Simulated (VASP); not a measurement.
Output of a VASP run:

OSZICAR:
```
...
   4 F= -.20255309E+02 E0= -.20255831E+02  d E =0.258183E+00
       N       E                     dE             d eps       ncg     rms          rms(c)
DAV:   1    -0.202468855719E+02    0.84330E-02   -0.35988E+00   380   0.151E+01    0.412E-01
DAV:   2    -0.202365431458E+02    0.10342E-01   -0.14884E-01   388   0.312E+00    0.189E-01
DAV:   3    -0.202488611037E+02   -0.12318E-01   -0.34027E-02   404   0.125E+00    0.101E-01
DAV:   4    -0.202546941138E+02   -0.58330E-02   -0.47011E-03   471   0.404E-01    0.600E-02
DAV:   5    -0.202554527687E+02   -0.75865E-03   -0.85314E-04   646   0.167E-01    0.293E-02
DAV:   6    -0.202575265433E+02   -0.20738E-02   -0.17507E-03   383   0.256E-01    0.164E-02
DAV:   7    -0.202575335661E+02   -0.70227E-05   -0.22116E-04   462   0.893E-02    0.123E-02
DAV:   8    -0.202575531143E+02   -0.19548E-04   -0.41614E-05   346   0.358E-02    0.117E-02
DAV:   9    -0.202575385373E+02    0.14577E-04   -0.40991E-05   376   0.540E-02    0.828E-03
DAV:  10    -0.202576672095E+02   -0.12867E-03   -0.13173E-04   408   0.779E-02    0.361E-03
DAV:  11    -0.202576310236E+02    0.36186E-04   -0.86272E-05   306   0.518E-02    0.216E-03
DAV:  12    -0.202576794677E+02   -0.48444E-04   -0.76925E-05   323   0.561E-02    0.147E-03
DAV:  13    -0.202578103039E+02   -0.13084E-03   -0.70929E-05   322   0.562E-02    0.262E-03
DAV:  14    -0.202577582479E+02    0.52056E-04   -0.20972E-05   343   0.379E-02    0.202E-03
DAV:  15    -0.202577412258E+02    0.17022E-04   -0.51438E-06   290   0.129E-02    0.120E-03
DAV:  16    -0.202577789865E+02   -0.37761E-04   -0.10980E-05   304   0.294E-02    0.147E-03
DAV:  17    -0.202578135819E+02   -0.34595E-04   -0.96789E-06   301   0.236E-02    0.873E-04
DAV:  18    -0.202578282861E+02   -0.14704E-04   -0.24552E-06   249   0.134E-02    0.669E-04
DAV:  19    -0.202578458643E+02   -0.17578E-04   -0.41444E-06   282   0.157E-02    0.188E-04
DAV:  20    -0.202578499058E+02   -0.40415E-05   -0.13165E-06   220   0.925E-03
   5 F= -.20257850E+02 E0= -.20258283E+02  d E =0.255642E+00
       N       E                     dE             d eps       ncg     rms          rms(c)
DAV:   1    -0.202231719107E+02    0.34674E-01   -0.14435E+01   380   0.302E+01    0.815E-01
DAV:   2    -0.202280380534E+02   -0.48661E-02   -0.52130E-01   388   0.602E+00    0.351E-01
DAV:   3    -0.202503119806E+02   -0.22274E-01   -0.12971E-01   402   0.240E+00    0.205E-01
DAV:   4    -0.202568152230E+02   -0.65032E-02   -0.12302E-02   509   0.747E-01    0.119E-01
DAV:   5    -0.202575807831E+02   -0.76556E-03   -0.35249E-03   620   0.326E-01    0.436E-02
DAV:   6    -0.202615463862E+02   -0.39656E-02   -0.41601E-03   380   0.402E-01    0.260E-02
DAV:   7    -0.202611536599E+02    0.39273E-03   -0.52277E-04   467   0.161E-01    0.200E-02
DAV:   8    -0.202610914065E+02    0.62253E-04   -0.13787E-04   410   0.781E-02    0.193E-02
DAV:   9    -0.202608744948E+02    0.21691E-03   -0.20543E-04   440   0.122E-01    0.108E-02
DAV:  10    -0.202609785641E+02   -0.10407E-03   -0.24517E-04   408   0.111E-01    0.666E-03
DAV:  11    -0.202608548461E+02    0.12372E-03   -0.86056E-05   365   0.524E-02    0.426E-03
DAV:  12    -0.202610981732E+02   -0.24333E-03   -0.30666E-04   386   0.963E-02    0.321E-03
DAV:  13    -0.202612370383E+02   -0.13887E-03   -0.13879E-04   408   0.822E-02    0.354E-03
DAV:  14    -0.202611939509E+02    0.43087E-04   -0.32026E-05   309   0.354E-02    0.319E-03
DAV:  15    -0.202612029781E+02   -0.90271E-05   -0.36231E-05   325   0.345E-02
   6 F= -.20261203E+02 E0= -.20261275E+02  d E =0.252289E+00
```

OUTCAR:
```
------------------------ aborting loop because EDIFF is reached ----------------------------------------
  FORCE on cell =-STRESS in cart. coord.  units (eV):
  Direction    XX          YY          ZZ          XY          YZ          ZX
  --------------------------------------------------------------------------------------
  Total        0.2039014      0.2039013     -0.1141848      0.0000000     -0.0000000      0.0000000
  in kB        0.9863038      0.9863036     -0.5523304      0.0000000     -0.0000000      0.0000000
  external PRESSURE =       0.4734256 kB  Pullay stress =       0.0000000 kB
  volume of cell :      331.22
      direct lattice vectors                 reciprocal lattice vectors
     3.940428243  0.000000000  0.000000000     0.253779523  0.146519690  0.000000000
    -1.970214122  3.412510630  0.000000000     0.000000000  0.293039380  0.000000000
     0.000000000  0.000000000 24.632164567     0.000000000  0.000000000  0.040597325
 POSITION                                       TOTAL-FORCE (eV/Angst)
 -----------------------------------------------------------------------------------
     -0.00000      2.27501      9.18085        -0.000000      0.000000      0.023892
      0.00000      0.00000     12.31608        -0.000000      0.000000      0.000000
      1.97022      1.13750     15.45132         0.000000      0.000000     -0.023892
 -----------------------------------------------------------------------------------
    total drift:                                0.000000      0.000000      0.000000
  FREE ENERGIE OF THE ION-ELECTRON SYSTEM (eV)
  ---------------------------------------------------
  free  energy   TOTEN  =       -20.2612029781 eV

  energy  without entropy=      -20.2614201895  energy(sigma->0) =      -20.26127538

 reached required accuracy - stopping structural energy minimisation
```
(Selected blocks of OUTCAR.)

POSCAR:
```
Ca(111) slab
1
    3.9404282434     0.0000000000     0.0000000000
   -1.9702141217     3.4125106304    -0.0000000000
   -0.0000000000    -0.0000000000    24.6321645669
Ca
3
Direct
  0.3333330000   0.6666670000   0.3693840000
  0.0000000000   0.0000000000   0.5000000000
  0.6666670000   0.3333330000   0.6306160000
```

**Question.** Write an INCAR and KPOINTS that could have produced this output.

**Answer.** This is not unique; one that fits is the input of the run itself, r2SCAN meta-GGA, plane waves, VASP's PBE PAW potentials (set 64).

**INCAR**
```
SYSTEM = Ca(111) slab
PREC = Normal
ENCUT = 400
EDIFF = 1E-5
NELM = 100
ALGO = Normal
LREAL = .FALSE.
LASPH = .TRUE.
ISMEAR = 1
SIGMA = 0.1
METAGGA = R2SCAN
LMIXTAU = .TRUE.
LWAVE = .TRUE.
LCHARG = .FALSE.
NELMIN = 4
LDIPOL = .TRUE.
IDIPOL = 3
DIPOL = 0.5 0.5 0.5
IBRION = 2
ISIF = 2
NSW = 50
EDIFFG = -0.03
```

**KPOINTS**
```
Automatic mesh
0
Gamma
8 8 1
0 0 0
```

POTCAR, in this order: Ca_sv (PBE.64 set). Program: vasp_std.

The cell is a thin slab with vacuum, built from Ca (fcc): (111) face.
